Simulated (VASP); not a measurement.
All values below come from PBEsol GGA, VASP's PBE PAW potentials (set 64) (plane waves; VASP 6.6.1).

VASP ran on this input.

### INCAR
```
! general
SYSTEM   =  LaAlNi4
PREC     =  Accurate
ENCUT    =  300
LREAL    =  .FALSE.   ! projection in real space or not
LASPH    =  .TRUE.   ! aspherical one-centre terms

! electronic loop
EDIFF    =  1E-6   ! SCF stop (eV)
NELM     =  100   ! most electronic steps
ALGO     =  Normal
LMAXMIX  =  6   ! l cut-off of mixed one-centre charges

! smearing
ISMEAR   =  0
SIGMA    =  0.2

! functional
GGA      =  PS   ! PBEsol

! ions
ISIF     =  2   ! forces and stress, cell fixed

! output
LWAVE    =  .FALSE.
LCHARG   =  .FALSE.
```

KPOINTS:
```
Automatic mesh
0
gamma
4 4 4
```

### POSCAR
```
LaAlNi4
1
    2.5752650000    -4.2243850000     0.0000000000
    2.5752650000     4.2243850000     0.0000000000
    0.0000000000     0.0000000000     4.0264300000
La Al Ni
1 1 4
Direct
  0.4999270000   0.5015760000  -0.0043030000
  0.0024900000  -0.0005030000   0.5098220000
  0.1718100000   0.8409340000   0.0049790000
  0.8253420000   0.1709370000  -0.0042200000
  0.0033730000   0.4993010000   0.5004450000
  0.4970580000  -0.0122440000   0.4932760000
```

POTCAR, in this order: La Al Ni (PBE.64 set). Program: vasp_std.

At this cut-off the stress carries a Pulay error, which pulls relaxed volumes low.

Question: Predict the energy per atom (σ→0), pressure, largest force, band gap (on the k-mesh).

Answer: 
The energy per atom (σ→0) is -6.120 eV/atom and the band gap (on the k-mesh) comes out as none (metal, semimetal or under 0.01 eV). The pressure is -2.25 GPa. The largest force is 0.419 eV/Å.

File OSZICAR:
```
...
DAV:  13    -0.367553993719E+02    0.53951E-02   -0.27103E-02  4120   0.247E+00    0.611E-01
DAV:  14    -0.367545244100E+02    0.87496E-03   -0.11494E-02  3928   0.198E+00    0.537E-01
DAV:  15    -0.367527793170E+02    0.17451E-02   -0.12178E-02  4440   0.160E+00    0.204E-01
DAV:  16    -0.367528772567E+02   -0.97940E-04   -0.11201E-03  2984   0.325E-01    0.641E-02
DAV:  17    -0.367528748755E+02    0.23812E-05   -0.10922E-04  3984   0.146E-01    0.297E-02
DAV:  18    -0.367528739907E+02    0.88474E-06   -0.20746E-05  3864   0.383E-02    0.153E-02
DAV:  19    -0.367528741923E+02   -0.20152E-06   -0.31210E-06  2240   0.247E-02
   1 F= -.36752874E+02 E0= -.36718068E+02  d E =-.696121E-01
```

The structure comes from a computed database's LaAlNi4 entry; how it stands against other phases isn't given here. The cell was not relaxed at this level, atoms are displaced from their ideal sites. The k-mesh is coarse (spacing up to 0.39 per Å, 2π included), so the numbers may not be converged in it. The run is not spin-polarised, so no magnetic state was tried.
